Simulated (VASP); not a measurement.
Co:

```
Co
1.0
     2.50700    0.00000    0.00000
    -1.25350    2.17113    0.00000
     0.00000    0.00000    4.07000
Co
2
Direct
  0.33333 0.66667 0.25000
  0.66667 0.33333 0.75000
```

```yaml
Program: VASP 6.6.1
Task: relaxation of cell and atoms
Functional: LDA
Potentials_or_basis: VASP PAW LDA potentials, release 64 (Co)
Cutoff: 600 eV
k_mesh: 21 × 21 × 10
Occupations: gaussian, width 0.1 eV
Spin: collinear spin, ferromagnetic start
Starting_moments: "[2.0, 2.0] μB"
```

At the start: pressure -22.5 GPa; volume 11.08 Å³/atom.

Problem. Where does the relaxation end?

Solution. Over 10 steps the energy falls by 86.4 meV/atom and the volume is 9.97 Å³/atom (-10.0 %); space group P6_3/mmc (No. 194, to 0.05 Å); moment 2.99 μB per cell.

Step by step:
```
step  energy change (eV)  largest force (eV/Å)  pressure (GPa)  volume (Å³)
   1              0.0000                0.0000          -22.53        22.15
   2              0.1214                0.0000           40.93        17.53
   3             -0.1720                0.0000           -1.28        20.04
   4             -0.1724                0.0000           -0.07        19.95
   5             -0.1724                0.0000            0.50        19.90
   6             -0.1727                0.0000           -0.64        19.98
   7             -0.1727                0.0000           -0.30        19.96
   8             -0.1728                0.0000            0.16        19.93
   9             -0.1728                0.0000            0.08        19.94
  10             -0.1728                0.0000           -0.04        19.94
```

Final structure:
```
Co
1.0
     2.42644    0.00000    0.00000
    -1.21322    2.10136    0.00000
     0.00000    0.00000    3.91115
Co
2
Direct
  0.33333 0.66667 0.25000
  0.66667 0.33333 0.75000
```
